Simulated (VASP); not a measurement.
BP, 4 atoms in the cell. Symmetry: Imm2, No. 44, orthorhombic system. The conventional cell has a = 3.170 Å, b = 3.196 Å, c = 4.520 Å, α = 90.00°, β = 90.00°, γ = 90.00°. B (site symmetry mm2) is surrounded by 4 P at 1.95 to 1.96 Å. Around P (site symmetry mm2) lie 4 B at 1.95 to 1.96 Å. The cell was built by a generator and isn't the measured one.

* Program: VASP 6.6.1
* Task: electrostatic potential
* Functional: LDA
* Potentials or basis: VASP PAW LDA potentials, release 64 (B, P)
* Cutoff: 520 eV
* k mesh: 8 × 5 × 7
* Occupations: gaussian, width 0.02 eV
* Spin: no spin polarisation
* Further INCAR settings: ALGO = Fast; EDIFF = 1e-06

Potentials or basis: VASP PAW LDA potentials, release 64 (B, P).

Launch:

```console
$ cat potpaw_LDA.64/B/POTCAR potpaw_LDA.64/P/POTCAR > POTCAR
$ mpirun -np 1 vasp_std > vasp.out
```

Hardware: 1 thread of AMD EPYC 7R13 Processor (Zen 3), with other jobs on the host.

Q: Estimate the wall time of this run.

A: Wall time 37 s on 1 thread of AMD EPYC 7R13 Processor (Zen 3), with other jobs on the host, peak memory 0.12 GiB. Counts: scf iterations 20, k points 60.
